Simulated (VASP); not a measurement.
Method: RPBE GGA, VASP's PBE PAW potentials (set 64) (plane waves; VASP).

A VASP calculation is set up with these files.

INCAR:
```
# general
SYSTEM =ZnS
PREC   =Accurate
ENCUT  =520   # plane-wave cut-off (eV)
LREAL  =.FALSE.   # projection in real space or not
LASPH  =.TRUE.   # aspherical one-centre terms

# electronic loop
EDIFF  =1E-6   # SCF stop (eV)
NELM   =100
ALGO   =Normal
LMAXMIX=4   # l cut-off of mixed one-centre charges

# smearing
ISMEAR =0   # Gaussian
SIGMA  =0.05

# functional
GGA    =RP

# ions
IBRION =2
NSW    =60   # most ionic steps
ISIF   =3
EDIFFG =-0.01   # ionic stop

# output
LWAVE  =.FALSE.
LCHARG =.FALSE.
```

KPOINTS:
```
Regular mesh
0
G
8 8 8
```

POSCAR:
```
ZnS
1
    0.0000000000     2.7050000000     2.7050000000
    2.7050000000     0.0000000000     2.7050000000
    2.7050000000     2.7050000000     0.0000000000
Zn S
1 1
Direct
  0.0000000000   0.0000000000   0.0000000000
  0.2500000000   0.2500000000   0.2500000000
```

POTCAR, in this order: Zn S (PBE.64 set). Program: vasp_std.

The resulting files:

File OUTCAR:
```
 ion  position               nearest neighbor table
   1  0.000  0.000  0.000-   2 2.34   2 2.34   2 2.34   2 2.34
   2  0.250  0.250  0.250-   1 2.34   1 2.34   1 2.34   1 2.34
  LATTYP: Found a face centered cubic cell.
 ALAT       =     5.4100000000
 Subroutine PRICEL returns:
 Original cell was already a primitive cell.
 Subroutine GETGRP returns: Found 24 space group operations
The static configuration has the point symmetry T_d .
The dynamic configuration has the point symmetry T_d .
 Subroutine INISYM returns: Found 24 space group operations
 Subroutine IBZKPT returns following result:
 Found     29 irreducible k-points:

 Following reciprocal coordinates:
            Coordinates               Weight
  0.000000  0.000000  0.000000      1.000000
  0.125000  0.000000  0.000000      8.000000
  0.250000  0.000000  0.000000      8.000000
  0.375000  0.000000  0.000000      8.000000
  0.500000  0.000000  0.000000      4.000000
  0.125000  0.125000  0.000000      6.000000
  0.250000  0.125000  0.000000     24.000000
  0.375000  0.125000  0.000000     24.000000
  0.500000  0.125000  0.000000     24.000000
 -0.375000  0.125000  0.000000     24.000000
 -0.250000  0.125000  0.000000     24.000000
 -0.125000  0.125000  0.000000     12.000000
  0.250000  0.250000  0.000000      6.000000
  0.375000  0.250000  0.000000     24.000000
  0.500000  0.250000  0.000000     24.000000
 -0.375000  0.250000  0.000000     24.000000
 -0.250000  0.250000  0.000000     12.000000
  0.375000  0.375000  0.000000      6.000000
  0.500000  0.375000  0.000000     24.000000
 -0.375000  0.375000  0.000000     12.000000
  0.500000  0.500000  0.000000      3.000000
  0.375000  0.250000  0.125000     24.000000
  0.500000  0.250000  0.125000     48.000000
 -0.375000  0.250000  0.125000     24.000000
...
```

### OSZICAR
```
       N       E                     dE             d eps       ncg     rms          rms(c)
DAV:   1     0.900743963836E+02    0.90074E+02   -0.94901E+03   754   0.169E+03
DAV:   2    -0.445343469660E+00   -0.90520E+02   -0.86637E+02   814   0.283E+02
DAV:   3    -0.651198332344E+01   -0.60666E+01   -0.60419E+01   949   0.741E+01
DAV:   4    -0.658608185251E+01   -0.74099E-01   -0.74078E-01   834   0.865E+00
DAV:   5    -0.658724156793E+01   -0.11597E-02   -0.11597E-02   944   0.109E+00    0.762E+00
DAV:   6    -0.618631706584E+01    0.40092E+00   -0.88668E-01  1125   0.349E+01    0.584E+00
DAV:   7    -0.617311724436E+01    0.13200E-01   -0.35673E-01   804   0.559E+00    0.296E+00
DAV:   8    -0.617576149349E+01   -0.26442E-02   -0.72884E-03   854   0.763E-01    0.848E-01
DAV:   9    -0.617687546189E+01   -0.11140E-02   -0.18275E-03   847   0.357E-01    0.139E-01
DAV:  10    -0.617719401016E+01   -0.31855E-03   -0.26121E-04   849   0.140E-01    0.689E-02
DAV:  11    -0.617728811060E+01   -0.94100E-04   -0.13891E-04   809   0.934E-02    0.124E-02
DAV:  12    -0.617729330473E+01   -0.51941E-05   -0.12878E-05   859   0.273E-02    0.414E-03
DAV:  13    -0.617729326505E+01    0.39674E-07   -0.51668E-07   632   0.779E-03
   1 F= -.61772933E+01 E0= -.61772933E+01  d E =-.617729E+01
       N       E                     dE             d eps       ncg     rms          rms(c)
DAV:   1    -0.710659057512E+01   -0.92930E+00   -0.12894E+01   884   0.876E+01    0.691E+00
DAV:   2    -0.633232691106E+01    0.77426E+00   -0.22316E+00   889   0.364E+01    0.275E+00
DAV:   3    -0.622580712147E+01    0.10652E+00   -0.14986E-01   915   0.593E+00    0.129E+00
DAV:   4    -0.620636506962E+01    0.19442E-01   -0.20739E-02   804   0.159E+00    0.491E-01
DAV:   5    -0.620362759073E+01    0.27375E-02   -0.21361E-03   999   0.175E+00    0.102E-01
DAV:   6    -0.620364253722E+01   -0.14946E-04   -0.12595E-03   869   0.910E-01    0.607E-02
DAV:   7    -0.620365805398E+01   -0.15517E-04   -0.17708E-04   859   0.244E-01    0.306E-02
DAV:   8    -0.620366460801E+01   -0.65540E-05   -0.26162E-05   789   0.515E-02    0.116E-02
DAV:   9    -0.620366582671E+01   -0.12187E-05   -0.40241E-06   854   0.241E-02    0.321E-03
DAV:  10    -0.620366567624E+01    0.15047E-06   -0.34367E-07   447   0.147E-02
   2 F= -.62036657E+01 E0= -.62036657E+01  d E =-.263724E-01
       N       E                     dE             d eps       ncg     rms          rms(c)
DAV:   1    -0.624484164914E+01   -0.41176E-01   -0.52305E-01   904   0.159E+01    0.147E+00
DAV:   2    -0.621031662752E+01    0.34525E-01   -0.12609E-01   894   0.114E+01    0.556E-01
DAV:   3    -0.620633215996E+01    0.39845E-02   -0.50194E-03   779   0.692E-01    0.246E-01
DAV:   4    -0.620547488482E+01    0.85728E-03   -0.54055E-04   895   0.356E-01    0.149E-01
DAV:   5    -0.620531910988E+01    0.15577E-03   -0.16440E-04  1101   0.257E-01    0.297E-02
DAV:   6    -0.620531684562E+01    0.22643E-05   -0.52475E-05   834   0.906E-02    0.141E-02
DAV:   7    -0.620531677612E+01    0.69502E-07   -0.29228E-06   851   0.317E-02
   3 F= -.62053168E+01 E0= -.62053168E+01  d E =-.280235E-01
       N       E                     dE             d eps       ncg     rms          rms(c)
DAV:   1    -0.620561412377E+01   -0.29728E-03   -0.40260E-03   904   0.143E+00    0.129E-01
DAV:   2    -0.620534986778E+01    0.26426E-03   -0.92416E-04   894   0.897E-01    0.492E-02
DAV:   3    -0.620531732373E+01    0.32544E-04   -0.37934E-05   774   0.510E-02    0.221E-02
DAV:   4    -0.620530976425E+01    0.75595E-05   -0.34435E-06   834   0.247E-02    0.124E-02
DAV:   5    -0.620530775510E+01    0.20091E-05   -0.69700E-07   392   0.235E-02    0.197E-03
DAV:   6    -0.620530773949E+01    0.15613E-07   -0.91097E-07   377   0.141E-02
   4 F= -.62053077E+01 E0= -.62053077E+01  d E =-.280145E-01
```

OUTCAR:
```
------------------------ aborting loop because EDIFF is reached ----------------------------------------
  FORCE on cell =-STRESS in cart. coord.  units (eV):
  Direction    XX          YY          ZZ          XY          YZ          ZX
  --------------------------------------------------------------------------------------
  Total       -0.0086303     -0.0086303     -0.0086303      0.0000000      0.0000000      0.0000000
  in kB       -0.3294919     -0.3294919     -0.3294919      0.0000000      0.0000000      0.0000000
  external PRESSURE =      -0.3294919 kB  Pullay stress =       0.0000000 kB
  volume of cell :       41.97
      direct lattice vectors                 reciprocal lattice vectors
     0.000000000  2.758167951  2.758167951    -0.181279751  0.181279751  0.181279751
     2.758167951  0.000000000  2.758167951     0.181279751 -0.181279751  0.181279751
     2.758167951  2.758167951 -0.000000000     0.181279751  0.181279751 -0.181279751
  FREE ENERGIE OF THE ION-ELECTRON SYSTEM (eV)
  ---------------------------------------------------
  free  energy   TOTEN  =        -6.2053077395 eV

  energy  without entropy=       -6.2053077395  energy(sigma->0) =       -6.20530774

 reached required accuracy - stopping structural energy minimisation
```
(Selected blocks of OUTCAR.)

CONTCAR:
```
ZnS
   1.00000000000000
     0.0000000000000000    2.7581679514492179    2.7581679514492179
     2.7581679514492179    0.0000000000000000    2.7581679514492179
     2.7581679514492179    2.7581679514492179   -0.0000000000000000
  Zn              S
     1     1
Direct
     0.0000000000000000    1.0000000000000000    0.0000000000000000
     0.2500000000000000    0.2500000000000000    0.2500000000000000
```

Energy and stress use the plane-wave basis of the starting cell.

The compound is ZnS in the zinc blende structure. This run relaxes it. Symmetry was kept, so distortions that lower it aren't found.
